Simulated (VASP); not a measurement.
C: relaxation of the atoms with LDA

Slab: C, a slab with vacuum.

```xyz
14
Lattice="2.4989 0.0000 0.0000 -1.2494 2.1641 0.0000 0.0000 0.0000 27.7519" Properties=species:S:1:pos:R:3 pbc="T T T"
C     0.0000    0.0000    7.5000
C     1.2494    0.7214    8.0101
C     1.2494    0.7214    9.5403
C     0.0000    1.4427   10.0504
C     0.0000    1.4427   11.5806
C     0.0000    0.0000   12.0907
C     0.0000    0.0000   13.6209
C     1.2494    0.7214   14.1310
C     1.2494    0.7214   15.6612
C     0.0000    1.4427   16.1713
C     0.0000    1.4427   17.7016
C     0.0000    0.0000   18.2116
C     0.0000    0.0000   19.7419
C     1.2494    0.7214   20.2519
```

* Program: VASP 6.6.1
* Task: relaxation of the atoms
* Functional: LDA
* Potentials or basis: VASP PAW LDA potentials, release 64 (C)
* Cutoff: 520 eV
* k mesh: 12 × 12 × 1
* Occupations: gaussian, width 0.03 eV
* Spin: no spin polarisation
* Dipole correction: yes
* Further INCAR settings: ALGO = Normal; EDIFF = 1e-06; IBRION = 2; EDIFFG = -0.02; NSW = 80

```
Energy gained by relaxing    : 79.5 meV/atom
Ionic steps                  : 12
Largest force after relaxing : 0.005 eV/Å
Band gap on the k mesh       : none (metal or under the smearing width)
```

Forces on the atoms (eV/Å):
```
C    0.000  0.000  0.005
C    0.000  0.000  0.000
C    0.000  0.000  0.002
C    0.000  0.000  0.000
C    0.000  0.000  0.005
C    0.000  0.000 -0.004
C    0.000  0.000 -0.005
C    0.000  0.000  0.005
C    0.000  0.000  0.004
C    0.000  0.000 -0.005
C    0.000  0.000  0.000
C    0.000  0.000 -0.002
C    0.000  0.000  0.000
C    0.000  0.000 -0.005
```

Step by step:
| step | energy change (eV) | largest force (eV/Å) | pressure (GPa) |
| --- | --- | --- | --- |
| 1 | 0.0000 | 4.7972 | -1.03 |
| 2 | -0.7019 | 2.3055 | 1.38 |
| 3 | -1.1059 | 0.3037 | 0.26 |
| 4 | -1.1060 | 0.3040 | 0.23 |
| 5 | -1.1089 | 0.3199 | 0.25 |
| 6 | -1.1107 | 0.1393 | 0.24 |
| 7 | -1.1122 | 0.1502 | 0.30 |
| 8 | -1.1126 | 0.0857 | 0.28 |
| 9 | -1.1133 | 0.0598 | 0.31 |
| 10 | -1.1133 | 0.0556 | 0.31 |
| 11 | -1.1133 | 0.0454 | 0.32 |
| 12 | -1.1134 | 0.0054 | 0.31 |

Final structure:
```yaml
crystal:
  lattice:
    - [2.49886, 0.00000, 0.00000]
    - [-1.24943, 2.16408, 0.00000]
    - [0.00000, 0.00000, 27.75195]
  atoms:
    - { symbol: C, position: [0.00000, 0.00000, 0.27483] }
    - { symbol: C, position: [0.66667, 0.33333, 0.28410] }
    - { symbol: C, position: [0.66667, 0.33333, 0.34411] }
    - { symbol: C, position: [0.33333, 0.66667, 0.36153] }
    - { symbol: C, position: [0.33333, 0.66667, 0.41725] }
    - { symbol: C, position: [0.00000, 0.00000, 0.43555] }
    - { symbol: C, position: [0.00000, 0.00000, 0.49082] }
    - { symbol: C, position: [0.66667, 0.33333, 0.50918] }
    - { symbol: C, position: [0.66667, 0.33333, 0.56445] }
    - { symbol: C, position: [0.33333, 0.66667, 0.58275] }
    - { symbol: C, position: [0.33333, 0.66667, 0.63847] }
    - { symbol: C, position: [0.00000, 0.00000, 0.65589] }
    - { symbol: C, position: [0.00000, 0.00000, 0.71590] }
    - { symbol: C, position: [0.66667, 0.33333, 0.72517] }
```

Levels at points of the mesh, in eV from the Fermi level:
| k point | band 24 | band 25 | band 26 | band 27 | band 28 | band 29 | band 30 | band 31 |
| --- | --- | --- | --- | --- | --- | --- | --- | --- |
| (0.00, 0.00, 0.00) | -2.56 | -2.56 | -2.23 | -2.23 | 0.28 | 0.70 | 3.97 | 3.97 |
| (0.50, 0.00, 0.00) | -5.82 | -5.51 | -5.17 | -5.11 | -0.25 | -0.24 | 2.81 | 3.11 |

It took 4.2 min on 4 MPI ranks on Intel(R) Xeon(R) Platinum 8488C (Sapphire Rapids), with other jobs on the host, peak memory 0.25 GiB a rank.
